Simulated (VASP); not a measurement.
# HfSi2B4 (P6/mmm) in VASP: band structure with PBE

Aim: the band structure of HfSi2B4 with PBE.

Program: VASP 6.6.1. These are calculated values, not measurements. Logs are shortened: lines on timing, memory, paths and dates and some standing lists are left out, and cuts for length are marked.

### Step 1. The structure

It takes space group P6/mmm (No. 191, hexagonal). Conventional cell: a = 3.040 Å, b = 3.040 Å, c = 9.713 Å, α = 90.00°, β = 90.00°, γ = 120.00°. Hf (site symmetry 6/mmm) is surrounded by 12 B at 2.52 Å. Si (site symmetry 6mm) is surrounded by 6 B at 2.48 Å and 1 Si at 2.58 Å. Around B (site symmetry 3m) lie 3 B at 1.76 Å.

The cell was built by a generator and needn't be a form met in nature.

### Step 2. Band structure, PBE

INCAR

```
SYSTEM = HfSi2B4
  PREC = Accurate
  ENCUT = 520
  EDIFF = 1E-6
  ISMEAR = 0
  SIGMA = 0.1
  LREAL = .FALSE.
  LASPH = .TRUE.
  NELM = 60
  ALGO = Normal
  ISIF = 2
  LWAVE = .FALSE.
  LCHARG = .FALSE.
  LMAXMIX = 4
  GGA = PE
  NBANDS = 24
```

KPOINTS

```
regular mesh
0
G
  12 12 4
  0 0 0
```

POSCAR

```
HfSi2B4
1.0
    3.0398670000      0.0000000000      0.0000000000
   -1.5199330000      2.6326020000      0.0000000000
    0.0000000000      0.0000000000      9.7133800000
Hf Si B
1 2 4
Direct
    0.0000000000      0.0000000000      0.0000000000
    0.0000000000      0.0000000000      0.6329080000
    0.0000000000      0.0000000000      0.3670920000
    0.6666670000      0.3333330000      0.1862320000
    0.3333330000      0.6666670000      0.1862320000
    0.3333330000      0.6666670000      0.8137680000
    0.6666670000      0.3333330000      0.8137680000
```

KPOINTS_OPT

```
path GMKGALHA,LM,KH
20
line-mode
reciprocal
 0.0000000000  0.0000000000  0.0000000000  G
 0.5000000000  0.0000000000  0.0000000000  M

 0.5000000000  0.0000000000  0.0000000000  M
 0.3333333333  0.3333333333  0.0000000000  K

 0.3333333333  0.3333333333  0.0000000000  K
 0.0000000000  0.0000000000  0.0000000000  G

 0.0000000000  0.0000000000  0.0000000000  G
 0.0000000000  0.0000000000  0.5000000000  A

 0.0000000000  0.0000000000  0.5000000000  A
 0.5000000000  0.0000000000  0.5000000000  L

 0.5000000000  0.0000000000  0.5000000000  L
 0.3333333333  0.3333333333  0.5000000000  H

 0.3333333333  0.3333333333  0.5000000000  H
 0.0000000000  0.0000000000  0.5000000000  A

 0.5000000000  0.0000000000  0.5000000000  L
 0.5000000000  0.0000000000  0.0000000000  M

 0.3333333333  0.3333333333  0.0000000000  K
 0.3333333333  0.3333333333  0.5000000000  H
```

Potentials or basis: VASP PAW PBE potentials, release 64 (Hf_pv, Si, B).

The run is started by

```console
> cat potpaw_PBE.64/Hf_pv/POTCAR potpaw_PBE.64/Si/POTCAR potpaw_PBE.64/B/POTCAR > POTCAR
> mpirun -np 1 vasp_std > vasp.out
```

OUTCAR:

```text
SYSTEM = HfSi2B4
   PREC = Accurate
   ENCUT = 520
   EDIFF = 1E-6
   ISMEAR = 0
   LREAL = .FALSE.
   LASPH = .TRUE.
   NELM = 60
   ISIF = 2
   GGA = PE

 ion  position               nearest neighbor table
   1  0.000  0.000  0.000-   4 2.52   5 2.52   6 2.52   7 2.52   5 2.52   6 2.52   4 2.52   7 2.52
                             4 2.52   7 2.52   5 2.52   6 2.52
   2  0.000  0.000  0.633-   6 2.48   7 2.48   6 2.48   7 2.48   7 2.48   6 2.48   3 2.58
   3  0.000  0.000  0.367-   4 2.48   5 2.48   5 2.48   4 2.48   4 2.48   5 2.48   2 2.58
   4  0.667  0.333  0.186-   5 1.76   5 1.76   5 1.76   3 2.48   3 2.48   3 2.48   1 2.52   1 2.52
                             1 2.52
   5  0.333  0.667  0.186-   4 1.76   4 1.76   4 1.76   3 2.48   3 2.48   3 2.48   1 2.52   1 2.52
                             1 2.52
   6  0.333  0.667  0.814-   7 1.76   7 1.76   7 1.76   2 2.48   2 2.48   2 2.48   1 2.52   1 2.52
                             1 2.52
   7  0.667  0.333  0.814-   6 1.76   6 1.76   6 1.76   2 2.48   2 2.48   2 2.48   1 2.52   1 2.52
                             1 2.52

  LATTYP: Found a hexagonal cell.
 ALAT       =     3.0398670000
 C/A-ratio  =     3.1953305852

  Lattice vectors:

 A1 = (   3.0398670000,   0.0000000000,   0.0000000000)
 A2 = (  -1.5199330000,   2.6326020000,   0.0000000000)
 A3 = (   0.0000000000,   0.0000000000,   9.7133800000)

Analysis of symmetry for initial positions (statically):
=====================================================================
 Subroutine PRICEL returns:
 Original cell was already a primitive cell.

 Routine SETGRP: Setting up the symmetry group for a
 hexagonal supercell.

 Subroutine GETGRP returns: Found 24 space group operations
 (whereof 24 operations were pure point group operations)
 out of a pool of 24 trial point group operations.

The static configuration has the point symmetry D_6h.

Analysis of symmetry for dynamics (positions and initial velocities):
=====================================================================
 Subroutine PRICEL returns:
 Original cell was already a primitive cell.

 Routine SETGRP: Setting up the symmetry group for a
 hexagonal supercell.

 Subroutine GETGRP returns: Found 24 space group operations
 (whereof 24 operations were pure point group operations)
 out of a pool of 24 trial point group operations.

The dynamic configuration has the point symmetry D_6h.

 Subroutine INISYM returns: Found 24 space group operations
 (whereof 24 operations are pure point group operations),
 and found     1 'primitive' translations

----------------------------------------------------------------------------------------

                                     Primitive cell

  volume of cell :      77.7338

  direct lattice vectors                    reciprocal lattice vectors
     3.039867000  0.000000000  0.000000000     0.328961760  0.189926102  0.000000000
    -1.519933000  2.632602000  0.000000000     0.000000000  0.379852329  0.000000000
     0.000000000  0.000000000  9.713380000     0.000000000  0.000000000  0.102950775

  length of vectors
     3.039867000  3.039866710  9.713380000     0.379852292  0.379852329  0.102950775

  position of ions in fractional coordinates (direct lattice)
     0.000000000  0.000000000  0.000000000
     0.000000000  0.000000000  0.632908000
     0.000000000  0.000000000  0.367092000
     0.666667000  0.333333000  0.186232000
     0.333333000  0.666667000  0.186232000
     0.333333000  0.666667000  0.813768000
     0.666667000  0.333333000  0.813768000

  ion indices of the primitive-cell ions
   primitive index   ion index
                 1           1
                 2           2
                 3           3
                 4           4
                 5           5
                 6           6
                 7           7

----------------------------------------------------------------------------------------

 KPOINTS: regular mesh

Automatic generation of k-mesh.
 Grid dimensions read from file:
 generate k-points for:   12   12    4

 Generating k-lattice:

  Cartesian coordinates                     Fractional coordinates (reciprocal lattice)
     0.027413480  0.015827175  0.000000000     0.083333333 -0.000000000  0.000000000
     0.000000000  0.031654361  0.000000000     0.000000000  0.083333333  0.000000000
     0.000000000  0.000000000  0.025737694     0.000000000  0.000000000  0.250000000

  Length of vectors
     0.031654358  0.031654361  0.025737694

  Shift w.r.t. Gamma in fractional coordinates (k-lattice)
     0.000000000  0.000000000  0.000000000

 Subroutine IBZKPT returns following result:
 ===========================================

 Found     57 irreducible k-points:

 Following reciprocal coordinates:
            Coordinates               Weight
  0.000000  0.000000  0.000000      1.000000
  0.083333  0.000000  0.000000      6.000000
  0.166667  0.000000  0.000000      6.000000
  0.250000  0.000000  0.000000      6.000000
  0.333333  0.000000  0.000000      6.000000
  0.416667  0.000000  0.000000      6.000000
[... 16 lines left out ...]
  0.250000  0.000000  0.250000     12.000000
  0.333333  0.000000  0.250000     12.000000
 [... further k-points ...]
   k-points           NKPTS =     57   k-points in BZ     NKDIM =     57   number of bands    NBANDS=     24
   number of dos      NEDOS =    301   number of ions     NIONS =      7
   total plane-waves  NPLWV =  41472
   dimension x,y,z NGX =    24 NGY =   24 NGZ =   72
   dimension x,y,z NGXF=    48 NGYF=   48 NGZF=  144
   ions per type =               1   2   4
   NGX,Y,Z   is equivalent  to a cutoff of  13.13, 13.13, 12.32 a.u.
   NGXF,Y,Z  is equivalent  to a cutoff of  26.25, 26.25, 24.65 a.u.
 SYSTEM =  HfSi2B4
   PREC   = accura    normal or accurate (medium, high low for compatibility)
   ISTART =      0    job   : 0-new  1-cont  2-samecut
   ICHARG =      2    charge: 1-file 2-atom 10-const
   ISPIN  =      1    spin polarized calculation?
   LNONCOLLINEAR =      F non collinear calculations
   LSORBIT =      F    spin-orbit coupling
   LASPH  =      T    aspherical Exc in radial PAW
   ENCUT  =  520.0 eV  38.22 Ry    6.18 a.u.   5.65  5.65 18.06*2*pi/ulx,y,z
   NELM   =     60;   NELMIN=  2; NELMDL= -5     # of ELM steps
   EDIFF  = 0.1E-05   stopping-criterion for ELM
   LREAL  =      F    real-space projection
   EDIFFG = 0.1E-04   stopping-criterion for IOM
   NSW    =      0    number of steps for IOM
   IBRION =     -1    ionic relax: 0-MD 1-quasi-New 2-CG
   NFREE  =      0    steps in history (QN), initial steepest desc. (CG)
   ISIF   =      2    stress and relaxation
   ISYM   =      2    0-nonsym 1-usesym 2-fastsym
   POTIM  = 0.5000    time-step for ionic-motion
   TEBEG  =    0.0;   TEEND  =   0.0 temperature during run
   PSTRESS=    0.0 pullay stress
   NELECT =      30.0000    total number of electrons
   NUPDOWN=      -1.0000    fix difference up-down
   EMIN   =  10.00;   EMAX   =-10.00  energy-range for DOS
   EFERMI =   0.00;   METHOD = LEGACY
   ISMEAR =     0;   SIGMA  =   0.10  broadening in eV -4-tet -1-fermi 0-gaus
   EFERMI_NEDOS =   21; number of points for ismear=-14 and -15
   IALGO  =     38    algorithm
   IMIX   =      4    mixing-type and parameters
     AMIX     =   0.40;   BMIX     =  1.00
     AMIX_MAG =   1.60;   BMIX_MAG =  1.00
  volume/ion in A,a.u.               =      11.10        74.94
  Fermi-wavevector in a.u.,A,eV,Ry     =   1.191915  2.252392 19.329263  1.420661
  Thomas-Fermi vector in A             =   2.327965
   LORBIT       =      0    0 simple, 1 ext, 2 COOP (PROOUT), +10 PAW based schemes
   GGA     = PE    functional components
   LHFCALC =     F    Hartree Fock is set to
   AEXX    =    0.0000 exact exchange contribution
   IVDW    =     0    specifies the selected vdW correction
   LEPSILON=     F    determine dielectric tensor
   LRPA    =     F    only Hartree local field effects (RPA)
 non-spin polarized calculation
 Gauss-broadening in eV      SIGMA  =   0.10
  energy-cutoff  :      520.00
  volume of cell :       77.73
 maximum number of plane-waves:      2125
 NGX is ok and might be reduce to    24
   NGX = 11   NGY = 11   NGZ = 37

 number of electron      30.0000002 magnetization

 Free energy of the ion-electron system (eV)
  ---------------------------------------------------
  ext. energy  EPLUGINS =         0.00000000
  ---------------------------------------------------
  free energy    TOTEN  =       -47.35529820 eV

  energy without entropy =      -47.34660386  energy(sigma->0) =      -47.35095103

 E-fermi :   7.7875     XC(G=0): -11.5494

 val. band max:        7.7690242800   @ k =   0.1667   0.0833   0.0000
 cond. band min:       7.8232441784   @ k =   0.3333   0.3333   0.2500
 fundamental gap:      0.0542198984
 Fermi energy:         7.7874602527

 k-point     1 :       0.0000    0.0000    0.0000
  band No.  band energies     occupation
      1     -22.9213      2.00000
      2     -22.1545      2.00000
      3     -22.1545      2.00000
      4      -6.6951      2.00000
      5      -5.9606      2.00000
      6      -3.0041      2.00000
[... 16 lines left out ...]
     23      13.8667      0.00000
     24      13.9782      0.00000

 k-point     2 :       0.0833    0.0000    0.0000
  band No.  band energies     occupation
      1     -22.9079      2.00000
      2     -22.2257      2.00000
      3     -22.1700      2.00000
      4      -6.5581      2.00000
      5      -5.8459      2.00000
      6      -2.8423      2.00000
[... 16 lines left out ...]
     23      13.6483      0.00000
     24      14.3994      0.00000
[... 565 lines left out ...]
     23      12.7011      0.00000
     24      13.6849      0.00000

 k-point    24 :       0.3333    0.0000    0.2500
  band No.  band energies     occupation
      1     -22.9064      2.00000
      2     -22.7699      2.00000
      3     -22.3248      2.00000
      4      -4.5536      2.00000
      5      -4.2385      2.00000
      6      -0.6212      2.00000
[... 16 lines left out ...]
     23      12.9875      0.00000
     24      13.6476      0.00000

 [... further k-points ...]

------------------------ aborting loop because EDIFF is reached ----------------------------------------

  FORCE on cell =-STRESS in cart. coord.  units (eV):
  Direction    XX          YY          ZZ          XY          YZ          ZX
  --------------------------------------------------------------------------------------
  -------------------------------------------------------------------------------------
  Total       -0.0211216     -0.0211216     -0.0215619     -0.0000000      0.0000000      0.0000000
  in kB       -0.4353381     -0.4353381     -0.4444134     -0.0000001      0.0000000      0.0000000
  external PRESSURE =      -0.4383632 kB  Pullay stress =       0.0000000 kB

 VOLUME and BASIS-vectors are now :
 -----------------------------------------------------------------------------
  energy-cutoff  :      520.00
  volume of cell :       77.73
      direct lattice vectors                 reciprocal lattice vectors
     3.039867000  0.000000000  0.000000000     0.328961760  0.189926102  0.000000000
    -1.519933000  2.632602000  0.000000000     0.000000000  0.379852329  0.000000000
     0.000000000  0.000000000  9.713380000     0.000000000  0.000000000  0.102950775

 POSITION                                       TOTAL-FORCE (eV/Angst)
 -----------------------------------------------------------------------------------
      0.00000      0.00000      0.00000         0.000000     -0.000000      0.000000
      0.00000      0.00000      6.14768         0.000000      0.000000      0.004307
      0.00000      0.00000      3.56570         0.000000     -0.000000     -0.004307
      1.51994      0.87753      1.80894         0.000000     -0.000000     -0.005078
     -0.00000      1.75507      1.80894        -0.000000      0.000000     -0.005078
     -0.00000      1.75507      7.90444        -0.000000     -0.000000      0.005078
      1.51994      0.87753      7.90444         0.000000     -0.000000      0.005078
 -----------------------------------------------------------------------------------
    total drift:                                0.000000      0.000000      0.000000

  FREE ENERGIE OF THE ION-ELECTRON SYSTEM (eV)
  ---------------------------------------------------
  free  energy   TOTEN  =       -47.3552981960 eV

  energy  without entropy=      -47.3466038630  energy(sigma->0) =      -47.35095103
```

Run time: 2.8 min. Hardware: 1 thread of AMD EPYC 9R14 (Zen 4), shared host; peak memory 0.27 GiB.

What came out:

| Quantity | Value |
| --- | --- |
| Free energy | -47.3553 eV |
| Pressure | 0.0 GPa |
| Largest force | 0.005 eV/Å |
| Band gap along the path | none (metal or under the smearing width) |

Forces on the atoms (eV/Å):
```
Hf   0.000  0.000  0.000
Si   0.000  0.000  0.004
Si   0.000  0.000 -0.004
B    0.000  0.000 -0.005
B    0.000  0.000 -0.005
B    0.000  0.000  0.005
B    0.000  0.000  0.005
```

Levels at the corners of the path, in eV from the Fermi level:
| point | band 13 | band 14 | band 15 | band 16 | band 17 | band 18 |
| --- | --- | --- | --- | --- | --- | --- |
| Γ | -0.79 | -0.79 | 1.93 | 1.93 | 2.81 | 2.81 |
| M | -3.57 | -3.38 | -0.62 | 0.35 | 1.61 | 2.66 |
| M | -3.57 | -3.38 | -0.62 | 0.35 | 1.61 | 2.66 |
| K | -3.54 | -3.54 | -1.65 | -0.23 | -0.23 | 1.02 |
| K | -3.54 | -3.54 | -1.65 | -0.23 | -0.23 | 1.02 |
| Γ | -0.79 | -0.79 | 1.93 | 1.93 | 2.81 | 2.81 |
| Γ | -0.79 | -0.79 | 1.93 | 1.93 | 2.81 | 2.81 |
| A | -0.79 | 0.28 | 1.92 | 1.92 | 2.81 | 2.81 |
| A | -0.79 | 0.28 | 1.92 | 1.92 | 2.81 | 2.81 |
| L | -3.56 | -1.97 | -1.09 | -0.35 | 1.92 | 2.09 |
| L | -3.56 | -1.97 | -1.09 | -0.35 | 1.92 | 2.09 |
| H | -3.42 | -3.42 | -2.40 | 0.47 | 0.47 | 1.46 |
| H | -3.42 | -3.42 | -2.40 | 0.47 | 0.47 | 1.46 |
| A | -0.79 | 0.28 | 1.92 | 1.92 | 2.81 | 2.81 |
| L | -3.56 | -1.97 | -1.09 | -0.35 | 1.92 | 2.09 |
| M | -3.57 | -3.38 | -0.62 | 0.35 | 1.61 | 2.66 |
| K | -3.54 | -3.54 | -1.65 | -0.23 | -0.23 | 1.02 |
| H | -3.42 | -3.42 | -2.40 | 0.47 | 0.47 | 1.46 |

Caveat: spin-orbit coupling is left out, which moves the levels of the heavy elements.
